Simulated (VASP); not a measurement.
Output of a VASP run:

**OSZICAR**
```
       N       E                     dE             d eps       ncg     rms          rms(c)
DAV:   1    -0.187856741676E+00   -0.18786E+00   -0.57277E+03  1384   0.114E+03
DAV:   2    -0.210004369937E+02   -0.20813E+02   -0.20367E+02  2120   0.123E+02
DAV:   3    -0.211388080739E+02   -0.13837E+00   -0.13837E+00  1464   0.133E+01
DAV:   4    -0.211390174223E+02   -0.20935E-03   -0.20935E-03  1904   0.551E-01
DAV:   5    -0.211390174912E+02   -0.68945E-07   -0.68946E-07  1440   0.743E-03    0.595E+00
DAV:   6    -0.204811390055E+02    0.65788E+00   -0.53359E-01  1384   0.570E+00    0.346E+00
DAV:   7    -0.202525444758E+02    0.22859E+00   -0.58850E-01  1632   0.597E+00    0.783E-01
DAV:   8    -0.202517333855E+02    0.81109E-03   -0.24025E-03  1376   0.609E-01    0.262E-02
DAV:   9    -0.202517327215E+02    0.66398E-06   -0.12591E-05  1648   0.392E-02    0.238E-02
DAV:  10    -0.202517338968E+02   -0.11752E-05   -0.50942E-07  1376   0.840E-03    0.345E-03
DAV:  11    -0.202517338856E+02    0.11113E-07   -0.20346E-08   728   0.144E-03
   1 F= -.19570494E+02 E0= -.19570494E+02  d E =-.195705E+02
       N       E                     dE             d eps       ncg     rms          rms(c)
DAV:   1    -0.202362213417E+02    0.15513E-01   -0.18857E-01  1528   0.453E+00    0.396E-01
DAV:   2    -0.202340176532E+02    0.22037E-02   -0.19873E-03  1424   0.435E-01    0.204E-01
DAV:   3    -0.202331838703E+02    0.83378E-03   -0.18465E-03  1464   0.339E-01    0.290E-02
DAV:   4    -0.202331788904E+02    0.49799E-05   -0.45376E-06  1336   0.294E-02    0.194E-02
DAV:   5    -0.202331757226E+02    0.31677E-05   -0.46639E-07   984   0.102E-02    0.137E-03
DAV:   6    -0.202331757281E+02   -0.55234E-08   -0.55569E-09   672   0.905E-04
   2 F= -.19568584E+02 E0= -.19568584E+02  d E =0.190959E-02
       N       E                     dE             d eps       ncg     rms          rms(c)
DAV:   1    -0.202476776756E+02   -0.14502E-01   -0.65140E-02  1512   0.264E+00    0.232E-01
DAV:   2    -0.202469134583E+02    0.76422E-03   -0.69093E-04  1448   0.256E-01    0.120E-01
DAV:   3    -0.202466232806E+02    0.29018E-03   -0.64536E-04  1456   0.199E-01    0.164E-02
DAV:   4    -0.202466217178E+02    0.15628E-05   -0.16046E-06  1336   0.175E-02    0.117E-02
DAV:   5    -0.202466204167E+02    0.13011E-05   -0.20141E-07   776   0.654E-03    0.745E-04
DAV:   6    -0.202466204183E+02   -0.16074E-08   -0.37569E-09   672   0.825E-04
   3 F= -.19572224E+02 E0= -.19572224E+02  d E =-.173009E-02
```

### OUTCAR
```
------------------------ aborting loop because EDIFF is reached ----------------------------------------
  FORCE on cell =-STRESS in cart. coord.  units (eV):
  Direction    XX          YY          ZZ          XY          YZ          ZX
  --------------------------------------------------------------------------------------
  Total        0.6730330      0.6730330      0.6730330      0.0000000     -0.0000000      0.0000000
  in kB       99.7978379     99.7978379     99.7978379      0.0000000     -0.0000000      0.0000000
  external PRESSURE =      -0.2021621 kB  Pullay stress =     100.0000000 kB
  volume of cell :       10.81
      direct lattice vectors                 reciprocal lattice vectors
     0.000000000  1.754682704  1.754682704    -0.284951803  0.284951803  0.284951803
     1.754682704  0.000000000  1.754682704     0.284951803 -0.284951803  0.284951803
     1.754682704  1.754682704 -0.000000000     0.284951803  0.284951803 -0.284951803
 POSITION                                       TOTAL-FORCE (eV/Angst)
 -----------------------------------------------------------------------------------
      0.00000      0.00000      0.00000         0.000000      0.000000     -0.000000
      0.87734      0.87734      0.87734        -0.000000     -0.000000      0.000000
 -----------------------------------------------------------------------------------
    total drift:                                0.000000      0.000000      0.000000
  FREE ENERGIE OF THE ION-ELECTRON SYSTEM (eV)
  ---------------------------------------------------
  free  energy   TOTEN  =       -20.2466204183 eV

  energy  without entropy=      -20.2466204183  energy(sigma->0) =      -20.24662042
  enthalpy is  TOTEN    =       -19.5722240876 eV   P V=        0.6743963307

 reached required accuracy - stopping structural energy minimisation
```
(Selected blocks of OUTCAR.)

File POSCAR:
```
C
1
    0.0000000000     1.7605980604     1.7605980604
    1.7605980604     0.0000000000     1.7605980604
    1.7605980604     1.7605980604     0.0000000000
C
2
Direct
  0.0000000000   0.0000000000   0.0000000000
  0.2500000000   0.2500000000   0.2500000000
```

**Question.** Reconstruct the remaining input files.

**Answer.** Several could match; the one computed here: the input of the run itself, LDA (Ceperley-Alder, Perdew-Zunger), plane waves, VASP's LDA PAW potentials (set 64).

KPOINTS:
```
Automatic mesh
0
Gamma
13 13 13
0 0 0
```

INCAR:
```
# general
SYSTEM  = C
PREC    = Accurate
ENCUT   = 620   # plane-wave cut-off (eV)
LREAL   = .False.   # projection in real space or not
LASPH   = .True.   # aspherical one-centre terms

# electronic loop
EDIFF   = 1E-6   # SCF stop (eV)
NELM    = 100   # most electronic steps
ALGO    = Normal   # blocked Davidson

# smearing
ISMEAR  = 0
SIGMA   = 0.05

# ions
IBRION  = 2   # conjugate gradients
NSW     = 40   # most ionic steps
ISIF    = 3
EDIFFG  = -0.02   # ionic stop
PSTRESS = 100   # kbar

# output
LWAVE   = .False.
LCHARG  = .False.
```

POTCAR, in this order: C (LDA.64 set). Program: vasp_std.

The compound is C in the diamond structure. This run relaxes it under an external pressure of 10 GPa. Symmetry was kept, so distortions that lower it aren't found.
